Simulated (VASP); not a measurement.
Here is the system:

```xyz
64
Lattice="11.9995 0.0000 0.0000 0.0000 11.9995 0.0000 0.0000 0.0000 11.9995" Properties=species:S:1:pos:R:3 pbc="T T T"
In     5.9996     0.0047     0.0034
In     8.9940     3.0013     0.0044
In     8.9962    11.9978     3.0074
In     0.0008     0.0020    11.9994
In     3.0059     3.0062     0.0004
In     6.0000     5.9991     0.0013
In     8.9940     8.9950    11.9986
In     3.0059     0.0015     3.0066
In     6.0111     3.0444     3.0454
In     8.9589     5.9913     3.0433
In     6.0001    11.9987     5.9994
In     8.9601     3.0422     5.9920
In     8.9930     0.0013     8.9947
In    11.9967     5.9997     0.0059
In     3.0037     8.9973     0.0051
In     0.0023     3.0057     3.0060
In     3.0419     6.0119     3.0427
In     5.9912     8.9584     3.0416
In    11.9962     0.0022     5.9985
In     3.0425     3.0425     6.0129
In     8.9555     8.9552     6.0131
In     3.0055    11.9984     8.9942
In     5.9890     3.0406     8.9596
In     8.9600     6.0075     8.9630
In    11.9985     8.9979     3.0070
In     0.0012     6.0015     5.9996
In     3.0405     8.9607     5.9907
In     0.0020     3.0042     8.9956
In     3.0389     5.9914     8.9634
In     6.0083     8.9600     8.9633
In    11.9988     8.9969     8.9937
P      7.4917     1.5139     1.5200
P     10.4832     4.5062     1.5178
P     10.4844     1.5165     4.5072
P      1.5048     1.5039     1.5037
P      4.5052     4.5049     1.5104
P      7.4954     7.4943     1.5090
P     10.4959    10.4969     1.5027
P      4.5053     1.5098     4.5071
P      7.3725     4.6314     4.6329
P     10.4908     7.4962     4.5068
P      7.4933     1.5097     7.4942
P     10.4930     4.5058     7.4956
P     10.4960     1.5044    10.4960
P      1.5130     7.4932     1.5181
P      4.5094    10.4867     1.5169
P      1.5096     4.5052     4.5061
P      4.6296     7.3728     4.6312
P      7.4954    10.4895     4.5067
P      1.5151     1.5138     7.4915
P      4.6272     4.6312     7.3757
P      7.3699     7.3691     7.3778
P     10.4826    10.4860     7.4907
P      4.5073     1.5146    10.4850
P      7.4946     4.5017    10.4942
P     10.4860     7.4920    10.4859
P      1.5144    10.4869     4.5090
P      1.5091     7.4953     7.4949
P      4.5065    10.4906     7.4951
P      1.5131     4.5093    10.4879
P      4.5033     7.4964    10.4951
P      7.4904    10.4874    10.4869
P      1.5035    10.4957    10.4963
Fe     5.9991     6.0012     6.0036
```
Starting moments (μB, in the order of the record's atoms In In In In In In In In In In In In In In In In In In In In In In In In In In In In In In In P P P P P P P P P P P P P P P P P P P P P P P P P P P P P): 0.0 0.0 0.0 0.0 0.0 0.0 0.0 0.0 0.0 0.0 0.0 0.0 0.0 0.0 0.0 0.0 0.0 0.0 0.0 0.0 0.0 0.0 0.0 0.0 0.0 0.0 0.0 0.0 0.0 0.0 0.0 0.0 0.0 0.0 0.0 0.0 0.0 0.0 0.0 0.0 0.0 0.0 0.0 0.0 0.0 0.0 0.0 0.0 0.0 0.0 0.0 0.0 0.0 0.0 0.0 0.0 0.0 0.0 0.0 0.0.

Computed with HSE06 screened hybrid, VASP's PBE PAW potentials (set 64) (plane waves; VASP). Run with PREC = Normal, LREAL = Auto, ISYM = 0, EDIFF = 1E-5, 400 eV cut-off, 1×1×1 Γ-centred mesh, Gaussian smearing of 0.050 eV, potentials In P Fe.

The supercell is sampled at Γ alone, which is coarse: total energies, pressure and levels can be off, energies of defects by several tenths of an eV.

### Question
Predict the cell moment, energy per atom (σ→0).

### Answer

```yaml
cell_moment: 5.00 μB
energy per atom (σ→0): -5.048 eV/atom
```

### Question
Give the moment on each site (PAW-sphere projection).

### Answer

```json
[
 {"site": "In1", "moment (μB)": "0.01"},
 {"site": "In2", "moment (μB)": "0.00"},
 {"site": "In3", "moment (μB)": "0.00"},
 {"site": "In4", "moment (μB)": "0.00"},
 {"site": "In5", "moment (μB)": "0.00"},
 {"site": "In6", "moment (μB)": "0.00"},
 {"site": "In7", "moment (μB)": "0.00"},
 {"site": "In8", "moment (μB)": "0.00"},
 {"site": "In9", "moment (μB)": "0.02"},
 {"site": "In10", "moment (μB)": "0.02"},
 {"site": "In11", "moment (μB)": "0.00"},
 {"site": "In12", "moment (μB)": "0.02"},
 {"site": "In13", "moment (μB)": "0.00"},
 {"site": "In14", "moment (μB)": "0.01"},
 {"site": "In15", "moment (μB)": "0.00"},
 {"site": "In16", "moment (μB)": "0.00"},
 {"site": "In17", "moment (μB)": "0.02"},
 {"site": "In18", "moment (μB)": "0.02"},
 {"site": "In19", "moment (μB)": "0.01"},
 {"site": "In20", "moment (μB)": "0.02"},
 {"site": "In21", "moment (μB)": "0.02"},
 {"site": "In22", "moment (μB)": "0.00"},
 {"site": "In23", "moment (μB)": "0.02"},
 {"site": "In24", "moment (μB)": "0.02"},
 {"site": "In25", "moment (μB)": "0.00"},
 {"site": "In26", "moment (μB)": "0.00"},
 {"site": "In27", "moment (μB)": "0.02"},
 {"site": "In28", "moment (μB)": "0.00"},
 {"site": "In29", "moment (μB)": "0.02"},
 {"site": "In30", "moment (μB)": "0.02"},
 {"site": "In31", "moment (μB)": "0.00"},
 {"site": "P32", "moment (μB)": "0.01"},
 {"site": "P33", "moment (μB)": "0.01"},
 {"site": "P34", "moment (μB)": "0.01"},
 {"site": "P35", "moment (μB)": "0.00"},
 {"site": "P36", "moment (μB)": "0.00"},
 {"site": "P37", "moment (μB)": "0.00"},
 {"site": "P38", "moment (μB)": "0.00"},
 {"site": "P39", "moment (μB)": "0.00"},
 {"site": "P40", "moment (μB)": "0.06"},
 {"site": "P41", "moment (μB)": "0.00"},
 {"site": "P42", "moment (μB)": "0.00"},
 {"site": "P43", "moment (μB)": "0.00"},
 {"site": "P44", "moment (μB)": "0.00"},
 {"site": "P45", "moment (μB)": "0.01"},
 {"site": "P46", "moment (μB)": "0.01"},
 {"site": "P47", "moment (μB)": "0.00"},
 {"site": "P48", "moment (μB)": "0.06"},
 {"site": "P49", "moment (μB)": "0.00"},
 {"site": "P50", "moment (μB)": "0.01"},
 {"site": "P51", "moment (μB)": "0.06"},
 {"site": "P52", "moment (μB)": "0.06"},
 {"site": "P53", "moment (μB)": "0.01"},
 {"site": "P54", "moment (μB)": "0.01"},
 {"site": "P55", "moment (μB)": "0.00"},
 {"site": "P56", "moment (μB)": "0.01"},
 {"site": "P57", "moment (μB)": "0.01"},
 {"site": "P58", "moment (μB)": "0.00"},
 {"site": "P59", "moment (μB)": "0.00"},
 {"site": "P60", "moment (μB)": "0.01"},
 {"site": "P61", "moment (μB)": "0.00"},
 {"site": "P62", "moment (μB)": "0.01"},
 {"site": "P63", "moment (μB)": "0.00"},
 {"site": "Fe64", "moment (μB)": "3.74"}
]
```

Only differences to runs with the same potentials and settings are physical.

The cell is a supercell with a defect, built from InP (zinc blende): Fe_In. The cell's shape comes from a PBE relaxation.
